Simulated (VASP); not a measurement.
All values below come from LDA (Ceperley-Alder, Perdew-Zunger), VASP's LDA PAW potentials (set 64) (plane waves; VASP).

Input for VASP

File POSCAR:
```
Fe
1
   -1.4022278765     1.4022278765     1.4022278765
    1.4022278765    -1.4022278765     1.4022278765
    1.4022278765     1.4022278765    -1.4022278765
Fe
1
Direct
  0.0000000000   0.0000000000   0.0000000000
```

### KPOINTS
```
Automatic mesh
0
Gamma
18 18 18
0 0 0
```

**INCAR**
```
! general
SYSTEM  = Fe
PREC    = Accurate
ENCUT   = 520   ! plane-wave cut-off (eV)
LREAL   = .FALSE.   ! projection in real space or not
LASPH   = .TRUE.   ! aspherical one-centre terms

! electronic loop
EDIFF   = 1E-7
NELM    = 100
ALGO    = Normal   ! blocked Davidson
LMAXMIX = 4

! smearing
ISMEAR  = 1   ! Methfessel-Paxton
SIGMA   = 0.1   ! width (eV)

! spin
ISPIN   = 2   ! spin-polarised
MAGMOM  = 2.0

! ions
ISIF    = 2

! output
LWAVE   = .FALSE.
LCHARG  = .FALSE.
LORBIT  = 10
```

POTCAR, in this order: Fe (LDA.64 set). Program: vasp_std.

The resulting files:

OSZICAR:
```
       N       E                     dE             d eps       ncg     rms          rms(c)
DAV:   1     0.152291381286E+02    0.15229E+02   -0.43907E+03  7268   0.120E+03
DAV:   2    -0.101185878938E+02   -0.25348E+02   -0.24098E+02  7117   0.133E+02
DAV:   3    -0.104325173452E+02   -0.31393E+00   -0.31274E+00  7878   0.205E+01
DAV:   4    -0.104340902636E+02   -0.15729E-02   -0.15728E-02  7785   0.133E+00
DAV:   5    -0.104341062562E+02   -0.15993E-04   -0.15992E-04  7670   0.119E-01    0.119E+01
DAV:   6    -0.930204384575E+01    0.11321E+01   -0.13497E+01  7419   0.629E+01    0.538E+00
DAV:   7    -0.921337454777E+01    0.88669E-01   -0.89393E-01  7432   0.159E+01    0.314E+00
DAV:   8    -0.920446823206E+01    0.89063E-02   -0.49040E-03  8733   0.609E-01    0.137E+00
DAV:   9    -0.919555570208E+01    0.89125E-02   -0.64988E-03  8782   0.689E-01    0.409E-01
DAV:  10    -0.919549910307E+01    0.56599E-04   -0.40749E-04  8385   0.286E-01    0.849E-02
DAV:  11    -0.919552802293E+01   -0.28920E-04   -0.10647E-04  7758   0.137E-01    0.245E-02
DAV:  12    -0.919553078831E+01   -0.27654E-05   -0.30590E-06  8704   0.275E-02    0.106E-02
DAV:  13    -0.919553186456E+01   -0.10762E-05   -0.12243E-06  6242   0.117E-02    0.112E-02
DAV:  14    -0.919553154435E+01    0.32021E-06   -0.38129E-07  5454   0.879E-03    0.126E-03
DAV:  15    -0.919553152533E+01    0.19023E-07   -0.54138E-09  3554   0.786E-04
   1 F= -.91955315E+01 E0= -.91954325E+01  d E =-.297222E-03  mag=     2.0849
```

### OUTCAR
```
------------------------ aborting loop because EDIFF is reached ----------------------------------------
  FORCE on cell =-STRESS in cart. coord.  units (eV):
  Direction    XX          YY          ZZ          XY          YZ          ZX
  --------------------------------------------------------------------------------------
  Total       -0.9041904     -0.9041904     -0.9041904     -0.0000000     -0.0000000     -0.0000000
  in kB     -131.3574409   -131.3574409   -131.3574409     -0.0000000     -0.0000000     -0.0000000
  external PRESSURE =    -131.3574409 kB  Pullay stress =       0.0000000 kB
  volume of cell :       11.03
      direct lattice vectors                 reciprocal lattice vectors
    -1.402227877  1.402227877  1.402227877     0.000000000  0.356575424  0.356575424
     1.402227877 -1.402227877  1.402227877     0.356575424  0.000000000  0.356575424
     1.402227877  1.402227877 -1.402227877     0.356575424  0.356575424  0.000000000
 POSITION                                       TOTAL-FORCE (eV/Angst)
 -----------------------------------------------------------------------------------
      0.00000      0.00000      0.00000         0.000000      0.000000     -0.000000
 -----------------------------------------------------------------------------------
    total drift:                                0.000000     -0.000000      0.000000
  FREE ENERGIE OF THE ION-ELECTRON SYSTEM (eV)
  ---------------------------------------------------
  free  energy   TOTEN  =        -9.1955315253 eV

  energy  without entropy=       -9.1952343030  energy(sigma->0) =       -9.19543245

 total charge

# of ion       s       p       d       tot
------------------------------------------
    1        0.501   0.562   6.278   7.341

 magnetization (x)

# of ion       s       p       d       tot
------------------------------------------
    1       -0.009  -0.033   2.098   2.056
```
(Selected blocks of OUTCAR.)

The compound is Fe in the bcc structure. This cell is one point of a volume scan, at 1.06 of the reference volume.
